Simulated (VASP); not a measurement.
Write the native input for VASP 6.6.1 that does the following.

| Item | Value |
| --- | --- |
| Task | density of states |
| Functional | PBE |
| Potentials or basis | VASP PAW PBE potentials, release 64 (Ga_d, Sb) |
| Cutoff | 520 eV |
| k mesh | 8 × 8 × 8 |
| Occupations | gaussian, width 0.1 eV |
| Spin | no spin polarisation |
| k mesh for the DOS | 12 × 12 × 12 |
| Occupations for the DOS | tetrahedron |
| Further INCAR settings | ALGO = Normal; EDIFF = 1e-07 |

Crystal: Ga3Sb.

```
Ga Sb
1.0
     0.00000    3.52112    3.52112
     3.52112    0.00000    3.52112
     3.52112    3.52112    0.00000
Ga Sb
3 1
Direct
  0.25000 0.25000 0.25000
  0.75000 0.75000 0.75000
  0.50000 0.50000 0.50000
  0.00000 0.00000 0.00000
```

The cell was built by a generator and needn't be a form met in nature.

The input as run:

POSCAR

```
Ga3Sb                                   
1.0
    0.0000000000      3.5211215672      3.5211215672
    3.5211215672      0.0000000000      3.5211215672
    3.5211215672      3.5211215672      0.0000000000
  Ga              Sb            
     3     1
Direct
     0.2500000000000000    0.2500000000000000    0.2500000000000000
     0.7500000000000000    0.7500000000000000    0.7500000000000000
     0.5000000000000000    0.5000000000000000    0.5000000000000000
     0.0000000000000000    0.0000000000000000    0.0000000000000000
```

INCAR.step1

```
PREC     = Accurate       # precision mode
ENCUT    = 520            # plane-wave cutoff, eV
EDIFF    = 1E-7           # SCF threshold, eV
ISMEAR   = 0              # smearing method
SIGMA    = 0.1            # smearing width, eV
LREAL    = False          # projectors in reciprocal space
LASPH    = True           # aspherical terms in the spheres
NELM     = 80             # most SCF steps
ALGO     = Normal         # electronic algorithm
ISIF     = 2              # what is computed and relaxed
LWAVE    = False          # write WAVECAR
LCHARG   = True           # write CHGCAR
GGA      = PE             # functional
KPAR     = 2
```

KPOINTS.step1

```
Automatic mesh
0
Gamma
  8 8 8
```

INCAR.step2

```
PREC     = Accurate       # precision mode
ENCUT    = 520            # plane-wave cutoff, eV
EDIFF    = 1E-7           # SCF threshold, eV
ISMEAR   = -5             # smearing method
SIGMA    = 0.1            # smearing width, eV
LREAL    = False          # projectors in reciprocal space
LASPH    = True           # aspherical terms in the spheres
NELM     = 80             # most SCF steps
ALGO     = Normal         # electronic algorithm
ISIF     = 2              # what is computed and relaxed
LWAVE    = False          # write WAVECAR
LCHARG   = False          # write CHGCAR
GGA      = PE             # functional
LORBIT   = 10             # projections on sites
KPAR     = 2            
NEDOS    = 2001           # points of the DOS
ICHARG   = 11             # starting density
```

KPOINTS.step2

```
Automatic mesh
0
Gamma
  12 12 12
```

Potentials or basis: VASP PAW PBE potentials, release 64 (Ga_d, Sb).

The run is started by

```bash
$ cat potpaw_PBE.64/Ga_d/POTCAR potpaw_PBE.64/Sb/POTCAR > POTCAR
$ cp INCAR.step1 INCAR
$ cp KPOINTS.step1 KPOINTS
$ mpirun -np 2 vasp_std > vasp.out
$ cp INCAR.step2 INCAR
$ cp KPOINTS.step2 KPOINTS
$ mpirun -np 2 vasp_std > vasp.out
```

Results of the run:

```json
{
 "Valence electrons inside the program's atomic spheres": "Ga 11.49, 11.46; Sb 2.37"
}
```

Wall time 75 s on 2 MPI ranks on Intel(R) Xeon(R) Platinum 8559C (Emerald Rapids), with other jobs on the host, peak memory 0.3 GiB a rank.
